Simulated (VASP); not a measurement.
Calculation: revPBE GGA, VASP's PBE PAW potentials (set 64) (plane waves; VASP).

VASP input:

File POSCAR:
```
Cr
1
    2.8800000000     0.0000000000     0.0000000000
    0.0000000000     2.8800000000     0.0000000000
    0.0000000000     0.0000000000     2.8800000000
Cr
2
Direct
  0.0000000000   0.0000000000   0.0000000000
  0.5000000000   0.5000000000   0.5000000000
```

### KPOINTS
```
Automatic mesh
0
Gamma
11 11 11
0 0 0
```

### INCAR
```
SYSTEM = Cr
PREC = Accurate
ENCUT = 520
EDIFF = 1E-6
NELM = 100
ALGO = Normal
LREAL = .FALSE.
LASPH = .TRUE.
ISMEAR = 1
SIGMA = 0.1
GGA = RE
LMAXMIX = 4
ISPIN = 2
MAGMOM = 1.5 -1.5
LORBIT = 10
LWAVE = .FALSE.
LCHARG = .FALSE.
IBRION = 2
ISIF = 3
NSW = 60
EDIFFG = -0.01
```

POTCAR, in this order: Cr_pv (PBE.64 set). Program: vasp_std.

Output

**OUTCAR**
```
 ion  position               nearest neighbor table
   1  0.000  0.000  0.000-   2 2.49   2 2.49   2 2.49   2 2.49   2 2.49   2 2.49   2 2.49   2 2.49
  LATTYP: Found a simple cubic cell.
 ALAT       =     2.8800000000
 Subroutine PRICEL returns following result:
  LATTYP: Found a body centered cubic cell.
 ALAT       =     2.8800000000
 Subroutine GETGRP returns: Found 48 space group operations
The static configuration has the point symmetry O_h .
The dynamic configuration has the point symmetry O_h .
The overall configuration has the point symmetry O_h .
 Subroutine INISYM returns: Found 48 space group operations
 Subroutine IBZKPT returns following result:
 Found     56 irreducible k-points:

 Following reciprocal coordinates:
            Coordinates               Weight
  0.000000  0.000000  0.000000      1.000000
  0.090909  0.000000  0.000000      6.000000
  0.181818  0.000000  0.000000      6.000000
  0.272727  0.000000  0.000000      6.000000
  0.363636  0.000000  0.000000      6.000000
  0.454545  0.000000  0.000000      6.000000
  0.090909  0.090909  0.000000     12.000000
  0.181818  0.090909  0.000000     24.000000
  0.272727  0.090909  0.000000     24.000000
  0.363636  0.090909  0.000000     24.000000
  0.454545  0.090909  0.000000     24.000000
  0.181818  0.181818  0.000000     12.000000
  0.272727  0.181818  0.000000     24.000000
  0.363636  0.181818  0.000000     24.000000
  0.454545  0.181818  0.000000     24.000000
  0.272727  0.272727  0.000000     12.000000
  0.363636  0.272727  0.000000     24.000000
  0.454545  0.272727  0.000000     24.000000
  0.363636  0.363636  0.000000     12.000000
  0.454545  0.363636  0.000000     24.000000
  0.454545  0.454545  0.000000     12.000000
  0.090909  0.090909  0.090909      8.000000
  0.181818  0.090909  0.090909     24.000000
...
```

### OSZICAR
```
       N       E                     dE             d eps       ncg     rms          rms(c)
DAV:   1     0.230778503723E+03    0.23078E+03   -0.14321E+04  3600   0.183E+03
DAV:   2    -0.129970277192E+02   -0.24378E+03   -0.24216E+03  3784   0.500E+02
DAV:   3    -0.211646419478E+02   -0.81676E+01   -0.80892E+01  4672   0.104E+02
DAV:   4    -0.212717876106E+02   -0.10715E+00   -0.10707E+00  4288   0.122E+01
DAV:   5    -0.212740935997E+02   -0.23060E-02   -0.23060E-02  4968   0.140E+00    0.179E+01
DAV:   6    -0.182245689318E+02    0.30495E+01   -0.18803E+01  3968   0.522E+01    0.508E+00
DAV:   7    -0.182580290815E+02   -0.33460E-01   -0.33954E-01  3992   0.820E+00    0.297E+00
DAV:   8    -0.182616229568E+02   -0.35939E-02   -0.38907E-02  4920   0.185E+00    0.117E+00
DAV:   9    -0.182611182061E+02    0.50475E-03   -0.10106E-01  4376   0.208E+00    0.456E-01
DAV:  10    -0.182628872269E+02   -0.17690E-02   -0.68719E-03  5328   0.683E-01    0.287E-01
DAV:  11    -0.182643891523E+02   -0.15019E-02   -0.30853E-02  4656   0.968E-01    0.146E-01
DAV:  12    -0.182646051013E+02   -0.21595E-03   -0.32620E-03  4304   0.390E-01    0.588E-02
DAV:  13    -0.182646186763E+02   -0.13575E-04   -0.72587E-05  4272   0.920E-02    0.369E-02
DAV:  14    -0.182646286489E+02   -0.99726E-05   -0.11571E-05  4704   0.255E-02    0.190E-02
DAV:  15    -0.182646327914E+02   -0.41425E-05   -0.11272E-04  4560   0.664E-02    0.371E-03
DAV:  16    -0.182646326627E+02    0.12872E-06   -0.44299E-06  3720   0.144E-02
   1 F= -.18264633E+02 E0= -.18264782E+02  d E =-.182646E+02  mag=    -0.0000
       N       E                     dE             d eps       ncg     rms          rms(c)
DAV:   1    -0.184490252166E+02   -0.18439E+00   -0.39976E+00  3712   0.297E+01    0.368E+00
DAV:   2    -0.182667045946E+02    0.18232E+00   -0.13366E+00  3824   0.125E+01    0.149E+00
DAV:   3    -0.182665960435E+02    0.10855E-03   -0.20476E-02  3872   0.174E+00    0.764E-01
DAV:   4    -0.182660057371E+02    0.59031E-03   -0.10376E-03  4504   0.393E-01    0.249E-01
DAV:   5    -0.182654497499E+02    0.55599E-03   -0.13939E-03  4400   0.436E-01    0.614E-02
DAV:   6    -0.182655089268E+02   -0.59177E-04   -0.17822E-04  3632   0.130E-01    0.280E-02
DAV:   7    -0.182655098454E+02   -0.91869E-06   -0.27720E-05  5728   0.540E-02    0.173E-02
DAV:   8    -0.182655137770E+02   -0.39316E-05   -0.64931E-06  4096   0.164E-02    0.350E-03
DAV:   9    -0.182655134192E+02    0.35780E-06   -0.94239E-07  1832   0.881E-03
   2 F= -.18265513E+02 E0= -.18265571E+02  d E =-.880757E-03  mag=     0.0000
       N       E                     dE             d eps       ncg     rms          rms(c)
DAV:   1    -0.182981675309E+02   -0.32654E-01   -0.69776E-01  3712   0.123E+01    0.157E+00
DAV:   2    -0.182665662765E+02    0.31601E-01   -0.22102E-01  3824   0.520E+00    0.586E-01
DAV:   3    -0.182666304470E+02   -0.64171E-04   -0.31265E-03  3920   0.686E-01    0.313E-01
DAV:   4    -0.182665218002E+02    0.10865E-03   -0.16542E-04  4488   0.163E-01    0.117E-01
DAV:   5    -0.182664180066E+02    0.10379E-03   -0.23343E-04  4368   0.183E-01    0.263E-02
DAV:   6    -0.182664255254E+02   -0.75189E-05   -0.30115E-05  3632   0.560E-02    0.113E-02
DAV:   7    -0.182664224469E+02    0.30785E-05   -0.41061E-06  4096   0.220E-02    0.647E-03
DAV:   8    -0.182664214333E+02    0.10136E-05   -0.96977E-07  2000   0.703E-03    0.156E-03
DAV:   9    -0.182664215043E+02   -0.71054E-07   -0.20424E-07  1840   0.397E-03
   3 F= -.18266422E+02 E0= -.18266538E+02  d E =-.178884E-02  mag=     0.0000
```

**OUTCAR**
```
------------------------ aborting loop because EDIFF is reached ----------------------------------------
  FORCE on cell =-STRESS in cart. coord.  units (eV):
  Direction    XX          YY          ZZ          XY          YZ          ZX
  --------------------------------------------------------------------------------------
  Total        0.0049989      0.0049989      0.0049989     -0.0000000      0.0000000     -0.0000000
  in kB        0.3311609      0.3311609      0.3311609     -0.0000000      0.0000000     -0.0000000
  external PRESSURE =       0.3311609 kB  Pullay stress =       0.0000000 kB
  volume of cell :       24.19
      direct lattice vectors                 reciprocal lattice vectors
     2.891901049 -0.000000000 -0.000000000     0.345793298  0.000000000 -0.000000000
    -0.000000000  2.891901049 -0.000000000     0.000000000  0.345793298 -0.000000000
     0.000000000  0.000000000  2.891901049     0.000000000  0.000000000  0.345793298
 POSITION                                       TOTAL-FORCE (eV/Angst)
 -----------------------------------------------------------------------------------
      0.00000      0.00000      0.00000        -0.000000     -0.000000     -0.000000
      1.44595      1.44595      1.44595         0.000000      0.000000      0.000000
 -----------------------------------------------------------------------------------
    total drift:                                0.000000      0.000000     -0.000000
  FREE ENERGIE OF THE ION-ELECTRON SYSTEM (eV)
  ---------------------------------------------------
  free  energy   TOTEN  =       -18.2664215043 eV

  energy  without entropy=      -18.2667717956  energy(sigma->0) =      -18.26653827

 total charge

# of ion       s       p       d       tot
------------------------------------------
    1        0.435   6.375   4.162  10.972
    2        0.435   6.375   4.162  10.972
--------------------------------------------------
tot          0.869  12.750   8.325  21.944

 magnetization (x)

# of ion       s       p       d       tot
------------------------------------------
    1        0.016   0.012   1.354   1.381
    2       -0.016  -0.012  -1.354  -1.381
--------------------------------------------------
tot          0.000   0.000   0.000   0.000

 reached required accuracy - stopping structural energy minimisation
```
(Selected blocks of OUTCAR.)

**CONTCAR**
```
Cr
   1.00000000000000
     2.8919010487546148   -0.0000000000000000   -0.0000000000000000
    -0.0000000000000000    2.8919010487546148   -0.0000000000000000
     0.0000000000000000    0.0000000000000000    2.8919010487546148
  Cr
     2
Direct
     0.0000000000000000    0.0000000000000000    0.0000000000000000
     0.5000000000000000    0.5000000000000000    0.5000000000000000
```

**OUTCAR**
```
 val. band max:       10.3686701142   @ k =   0.3636   0.0909   0.0000

 cond. band min:      10.4433980419   @ k =   0.4545   0.0000   0.0000


 Fermi energy:        10.3950734682

 spin component 1

 k-point     1 :       0.0000    0.0000    0.0000
  band No.  band energies     occupation
      1     -33.2663      1.00000
      2     -33.2663      1.00000
      3     -33.2663      1.00000
      4     -31.7709      1.00000
      5     -31.7709      1.00000
      6     -31.7709      1.00000
      7       2.7347      1.00000
      8       6.4207      1.00000
      9       6.4207      1.00000
     10       9.5406      1.00000
     11       9.5406      1.00000
     12       9.5406      1.00000
     13      11.6892     -0.00000
     14      11.6892     -0.00000
     15      13.0256      0.00000
     16      13.0256      0.00000

 k-point     2 :       0.0909    0.0000    0.0000
  band No.  band energies     occupation
      1     -33.2737      1.00000
      2     -33.2617      1.00000
      3     -33.2617      1.00000
      4     -31.7870      1.00000
      5     -31.7742      1.00000
      6     -31.7742      1.00000
      7       2.9091      1.00000
      8       6.5089      1.00000
      9       6.5138      1.00000
     10       9.5261      1.00000
     11       9.5261      1.00000
     12       9.5926      1.00000
     13      11.5712     -0.00000
     14      11.7337     -0.00000
     15      12.8077      0.00000
     16      12.8077      0.00000

 k-point     3 :       0.1818    0.0000    0.0000
  band No.  band energies     occupation
      1     -33.2932      1.00000
      2     -33.2491      1.00000
      3     -33.2491      1.00000
      4     -31.8303      1.00000
      5     -31.7832      1.00000
      6     -31.7832      1.00000
      7       3.4161      1.00000
      8       6.7572      1.00000
      9       6.7683      1.00000
     10       9.4941      1.00000
     11       9.4941      1.00000
...
```

The compound is Cr in the bcc, AFM order structure. This run relaxes it. Symmetry was kept, so distortions that lower it aren't found.
